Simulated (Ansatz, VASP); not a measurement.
# SnO2 in two plane-wave programs, part 2 of 2

Aim: how closely do two programs agree when they are given the same cell, functional and k mesh? The cell is taken from a series of runs on this material, whose earlier steps may have relaxed, scaled, displaced or heated it; both programs get it as it stands.

VASP 6.6.1 and Ansatz 0.2.0.

So far: Starting point; VASP: G0W0 gap, LDA.

## 3. Ansatz: G0W0 gap, LDA

Level of this step: Ansatz beside VASP: G0W0 on Kohn-Sham DFT, plane waves, LDA (Ansatz).

Ansatz runs on its PAW soft_1 files.

The same cell, functional (in two slightly different forms) and mesh now go to Ansatz, which takes its cutoff from its data sets.

Input file input.yaml:

```yaml
crystal:
  lattice:
    - [-5.29271035, 5.29271035, 1.616233]
    - [5.29271035, -5.29271035, 1.616233]
    - [5.29271035, 5.29271035, -1.616233]
  atoms:
    - { symbol: Sn, position: [0.3486399258, 0.1649124334, 0.5135523592] }
    - { symbol: Sn, position: [0.8350875666, 0.3486399258, 0.1837274924] }
    - { symbol: Sn, position: [0.1649124334, 0.6513600742, 0.8162725076] }
    - { symbol: Sn, position: [0.6513600742, 0.8350875666, 0.4864476408] }
    - { symbol: O, position: [0.1598015712, 0.4593008428, 0.619102414] }
    - { symbol: O, position: [0.5406991572, 0.1598015712, 0.7005007285] }
    - { symbol: O, position: [0.4593008428, 0.8401984288, 0.2994992715] }
    - { symbol: O, position: [0.8401984288, 0.5406991572, 0.380897586] }
    - { symbol: O, position: [0.8431624031, 0.7884314105, 0.6315938136] }
    - { symbol: O, position: [0.2115685895, 0.8431624031, 0.0547309926] }
    - { symbol: O, position: [0.1568375969, 0.2115685895, 0.3684061864] }
    - { symbol: O, position: [0.7884314105, 0.1568375969, 0.9452690074] }
kpoints:
  mp_grid: { grid: [4, 4, 4] }
hamiltonian:
  xc: lda
  pseudopotentials: { kind: paw, azcp: { folder: soft_1 }, xc_functional: pbe }
scf:
  occupations: { method: fixed }
gw:
  n_empty_bands: 702
  ecut_chi: 140
  qp_bands: [v4, c4]
  qp_kpoints: band_edges
  screening: { model: contour_deformation }
```

Run with:

```sh
> ansatz run input.yaml --threads 2 --pin off --max-ram 92160MiB --backend cuda --events-out ev --progress --plain --runs-dir out --devices 1 --max-vram 13GiB
```

Numbers of over 12 decimals in the logs are rounded to 6 here.

What it wrote:

```text
GPUs: using 1 of 1 available (devices: 1).
Engine: ansatz 0.2.0, x86_64-unknown-linux-gnu
Pseudopotentials: kind: paw
Pseudopotential: Sn, paw, valence charge 14, recommended cutoff 420 eV (normal), soft_1/Sn.paw.azcp
Pseudopotential: O, paw, valence charge 6, recommended cutoff 420 eV (normal), soft_1/O.paw.azcp
Functional definition: SPW92
  exchange = slater_x
  correlation = pw_c
device memory: the entry about to start is reckoned to put 3.2 GiB on a device that reports 50.1 GiB free (of which the cap on the GPU budget leaves the run 13.0 GiB)
GPU FFT provider: cuFFT
GPU libraries: cuBLAS 13.8.2, cuFFT 12.4.0, cuSOLVER 12.3.4
Crystal: 12 atoms, lattice volume = 181.101 Å³
Basis set: ecut = 420 eV, 3509 PW (Γ)
Bands: 64, of which v1, the nominal top of the filled ones, is band 52 counted from 1 (51 counted from 0)
Symmetry: 8 space group operations
Space group: I4/m (ITA 87), of the structure as read, at distance tolerance 5.7e-5 Å
k-points: 14 of 64
Non-local potential: Sn, projectors of the file, l = 0: 2, l = 1: 2, l = 2: 2, l = 3: 1
Non-local potential: O, projectors of the file, l = 0: 2, l = 1: 2, l = 2: 1
PAW form: soft (Blöchl's): semilocal exchange-correlation on the pseudo side does not see the compensation charge
PAW frozen core: Sn, regenerated for the run's functional, and the local potential with it (the file was generated under x = pbe(κ = 0.804, μ = 0.219515), c = pbe(β = 0.066725))
PAW frozen core: O, regenerated for the run's functional, and the local potential with it (the file was generated under x = pbe(κ = 0.804, μ = 0.219515), c = pbe(β = 0.066725))
PAW one-centre angular grid: Sn, 590 points (default); XC on 64 Gauss nodes
PAW one-centre angular grid: O, 110 points (default); XC on 64 Gauss nodes
Initial density: superposition of atomic densities (chi_scale 0.1, normalization cell, long waves kept (reshape's long-wave potential 0.22 eV rms))
Initial wavefunctions: pseudopotential atomic-orbital guess
GPU buffer pool allocated for 157464 grid points (all kernels)
GPU transforms: local potential and band sums: pruned to the plane-wave sphere, on 54×54×54
Functional: x = slater, c = lda
SCF iter   1: F=—  HF=-27961.193197 eV  |F-HF|=—  |Δ(HF+E_count)|=         —  Δρ=5.85e-2  dr2=5.00e0  ethr=3.10e-3  ⟨swp⟩=4.1  Hψ=3123  notcnv=0  defer=131
preconditioner: auto → Resta (q_TF=auto, 2.487 Å⁻¹)  ε∞=3.1  [insulator: Δε(μ)=2.213 eV  Ē_g=19.521 eV  n_scr=48 (ndim 8)  ℏωp=28.1 eV  f_vac=0.183  ε∞_Penn≈3.1]
SCF iter   2: F=—  HF=-27959.997368 eV  |F-HF|=—  |Δ(HF+E_count)|=    1.20e0  Δρ=2.94e-2  dr2=9.71e-1  ethr=3.10e-3  ⟨swp⟩=3.0  Hψ=1815  notcnv=0  defer=119
SCF iter   3: F=—  HF=-27959.745036 eV  |F-HF|=—  |Δ(HF+E_count)|=   2.52e-1  Δρ=9.31e-3  dr2=1.82e-1  ethr=9.34e-4  ⟨swp⟩=3.0  Hψ=1580  notcnv=0  defer=127
SCF iter   4: F=—  HF=-27959.699375 eV  |F-HF|=—  |Δ(HF+E_count)|=   4.57e-2  Δρ=2.18e-3  dr2=7.90e-3  ethr=1.75e-4  ⟨swp⟩=2.0  Hψ=1222  notcnv=0  defer=139
SCF iter   5: F=—  HF=-27959.701020 eV  |F-HF|=—  |Δ(HF+E_count)|=   1.64e-3  Δρ=8.65e-4  dr2=1.58e-3  ethr=7.60e-6  ⟨swp⟩=2.1  Hψ=1192  notcnv=0  defer=139
SCF iter   6: F=—  HF=-27959.701893 eV  |F-HF|=—  |Δ(HF+E_count)|=   8.74e-4  Δρ=8.56e-4  dr2=1.19e-3  ethr=1.52e-6  ⟨swp⟩=2.2  Hψ=1261  notcnv=0  defer=139
SCF iter   7: F=—  HF=-27959.701867 eV  |F-HF|=—  |Δ(HF+E_count)|=   2.60e-5  Δρ=1.20e-4  dr2=4.81e-5  ethr=1.14e-6  ⟨swp⟩=2.1  Hψ=1178  notcnv=0  defer=138
SCF iter   8: F=—  HF=-27959.701962 eV  |F-HF|=—  |Δ(HF+E_count)|=   9.50e-5  Δρ=3.41e-5  dr2=4.09e-6  ethr=4.63e-8  ⟨swp⟩=2.0  Hψ=1232  notcnv=0  defer=111
SCF iter   9: F=—  HF=-27959.701973 eV  |F-HF|=—  |Δ(HF+E_count)|=   1.11e-5  Δρ=9.55e-6  dr2=2.25e-7  ethr=3.93e-9  ⟨swp⟩=2.0  Hψ=1185  notcnv=0  defer=113
SCF iter  10: F=-27959.701974 eV  HF=-27959.701974 eV  |F-HF|=3.33e-8  |Δ(HF+E_count)|=   5.21e-7  Δρ=2.36e-6  dr2=1.20e-8  ethr=9.62e-11  ⟨swp⟩=14.9  Hψ=3965  notcnv=0
SCF 1 converged in 10 iterations: F = -27959.701974 eV  dr2 = 1.20e-8
  greatest PAW one-centre occupation: 0.997 electrons in one spin orbital (limit 2), on the Sn atom at site 3 (counted from 0), in its partial waves of l = 2
device memory: the entry about to start is reckoned to put 3.8 GiB (of the 3.9 GiB reckoned in all, the device holds 0.1 GiB already) on a device that reports 50.0 GiB free (of which the cap on the GPU budget leaves the run 12.9 GiB)
NSCF: frozen V_eff on 14 k-points
the band table was solved once the SCF had ended and its energy, with any forces and stress, was formed, with the checks that follow a solve (3783 applications of the Hamiltonian). They found nothing against the state; the energy, forces and stress were not computed again (output.eigenvalues in the input reference)
device memory: the entry about to start is reckoned to put 4.7 GiB on a device that reports 49.9 GiB free (of which the cap on the GPU budget leaves the run 13.0 GiB)
NSCF: frozen V_eff on 14 k-points
G₀W₀ screening: q 1/14
[...]
0    55      9.9982   -13.6594    -4.0814   -19.0796  0.7947    11.3637    11.3371  root
     0    56     10.4095   -14.4961    -4.1875   -20.0834  0.7816    11.8436    11.8092  root
     1    49      4.6125   -26.4720     4.1573   -21.6833  0.7462     3.9742     3.9812  root
     1    50      4.7652   -26.2132     4.7725   -20.6981  0.7402     4.0121     4.0227  root
     1    51      4.9385   -25.9933     4.8747   -20.3354  0.7350     4.1420     4.1555  root
     1    52      5.0892   -26.3904     4.8972   -20.7296  0.7380     4.3140     4.3256  root
     1    53      7.4573   -14.5082    -2.9627   -18.4696  0.8076     8.4637     8.4560  root
     1    54      9.4889   -14.3429    -3.7826   -19.4044  0.7932    10.7920    10.7678  root
     1    55     10.0989   -13.9425    -4.1235   -19.4340  0.7918    11.4954    11.4669  root
     1    56     10.6167   -13.7444    -4.3248   -19.4892  0.7872    12.0704    12.0367  root
     2    49      4.5782   -26.4651     4.1553   -21.6753  0.7464     3.9368     3.9438  root
     2    50      4.6371   -26.2415     4.8144   -20.6884  0.7415     3.8883     3.8984  root
     2    51      4.9408   -25.9804     4.8728   -20.3240  0.7350     4.1438     4.1573  root
     2    52      5.1353   -26.4056     4.9254   -20.7123  0.7373     4.3557     4.3675  root
     2    53      8.0840   -14.9896    -3.1446   -19.2341  0.8003     9.1962     9.1839  root
     2    54      8.8794   -14.4753    -3.4633   -19.1280  0.7976    10.0869    10.0688  root
     2    55     10.2022   -14.2384    -4.1719   -19.8092  0.7890    11.6323    11.6010  root
     2    56     10.7091   -13.4784    -4.3736   -19.2834  0.7895    12.1754    12.1405  root
     3    49      4.6517   -26.2710     4.6020   -20.9496  0.7424     3.9227     3.9324  root
     3    50      4.7495   -26.3457     4.4519   -21.2090  0.7435     4.0560     4.0648  root
     3    51      5.0584   -26.2727     4.7965   -20.7321  0.7351     4.3027     4.3144  root
     3    52      5.0625   -26.2585     4.8164   -20.6915  0.7353     4.3001     4.3119  root
     3    53      9.2723   -15.1137    -3.5781   -19.9812  0.7930    10.5809    10.5616  root
     3    54     10.6923   -14.8769    -4.3183   -20.6916  0.7815    12.2260    12.1888  root
[...]
13    49      4.5781   -26.4677     4.1555   -21.6773  0.7464     3.9363     3.9433  root
    13    50      4.5781   -26.4677     4.1555   -21.6773  0.7464     3.9363     3.9433  root
    13    51      4.9699   -25.9288     4.7936   -20.3941  0.7334     4.2168     4.2288  root
    13    52      5.1758   -26.3276     4.9261   -20.6233  0.7383     4.3856     4.3977  root
    13    53      9.0328   -14.7362    -3.5744   -19.5404  0.7950    10.2833    10.2625  root
    13    54      9.0328   -14.7362    -3.5744   -19.5404  0.7950    10.2833    10.2625  root
    13    55      9.2806   -15.6448    -3.5506   -20.4865  0.7869    10.5958    10.5717  root
    13    56     10.6827   -12.5724    -4.3623   -18.3217  0.7973    12.1000    12.0697  root
```

## 4. Comparison

Known differences besides the potentials themselves: the two LDA forms differ slightly; fixed occupations in Ansatz, narrow Gaussian smearing in VASP; the cutoff is 420 eV in Ansatz and 440 eV in VASP; VASP's log shows a relativistic correction to its local exchange, Ansatz's none; Ansatz integrates over frequency by contour deformation, VASP on a grid of NOMEGA points. Total energies have different zeros and are not compared.

Both answers:

```
                   quantity  Ansatz  VASP  difference
  G0W0 gap on the mesh (eV)    3.56  3.55       +0.01
Kohn-Sham gap under it (eV)    1.84  1.85       -0.01
```

## 5. Results

```
difference in G0W0 gap on the mesh (G0W0 gap, LDA) : 0.014 eV
```

What this shows: The difference in G0W0 gap on the mesh is 0.014 eV (G0W0 gap, LDA). Such differences can come from data sets, numerical settings and the points named under the comparisons, not from the functional's error against experiment.

[Lines on the potential files, build, host, timing and source positions are cut from VASP's logs without a mark.]

[Logs are printed without paths, hosts, clocks, repeated set-up lines and the standing remarks that a program may print on its own settings, such as how far it seeks lower states.]

[Hosts, paths, dates, database ids (printed as entryN), source tags and the programs' standing remarks are cut or masked in the printed files.]
